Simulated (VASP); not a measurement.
Method: r2SCAN+rVV10, VASP's PBE PAW potentials (set 64) (plane waves; VASP).

VASP ran on this input.

File KPOINTS:
```
Automatic mesh
0
Gamma
10 10 6
0 0 0
```

### INCAR
```
! general
SYSTEM    =  Gd
PREC      =  Accurate
ENCUT     =  520
LREAL     =  .False.
LASPH     =  .True.

! electronic loop
EDIFF     =  1E-6
NELM      =  100
ALGO      =  Normal
LMAXMIX   =  6
LMIXTAU   =  .True.

! smearing
ISMEAR    =  1
SIGMA     =  0.1

! functional
METAGGA   =  R2SCAN
LUSE_VDW  =  .True.
BPARAM    =  11.95
CPARAM    =  0.0093

! ions
IBRION    =  2
NSW       =  60
ISIF      =  3
EDIFFG    =  -0.01

! output
LWAVE     =  .False.
LCHARG    =  .False.
```

**POSCAR**
```
Gd
1.0
  1.8150000000  -3.1436720000   0.0000000000
  1.8150000000   3.1436720000   0.0000000000
  0.0000000000   0.0000000000   5.7800000000
Gd
2
Direct
  0.3333330000   0.6666670000   0.2500000000
  0.6666670000   0.3333330000   0.7500000000
```

POTCAR, in this order: Gd_3 (PBE.64 set). Program: vasp_std.

Task: What will the output report for the number of irreducible k-points (NKPTS), largest plane-wave count, number of space-group operations, FFT grid (NGX, NGY, NGZ)?

Result: 
| Item | Value |
|---|---|
| number of irreducible k-points (NKPTS) | 56 |
| largest plane-wave count | 1798 |
| number of space-group operations | 24 |
| FFT grid (NGX, NGY, NGZ) | 28 × 28 × 48 |

The compound is Gd in the hcp structure. This run relaxes it. Symmetry was kept, so distortions that lower it aren't found. The 4f electrons are frozen in the core of the lanthanide potential, so 4f levels, which can set the real gap, and their magnetism are missing.
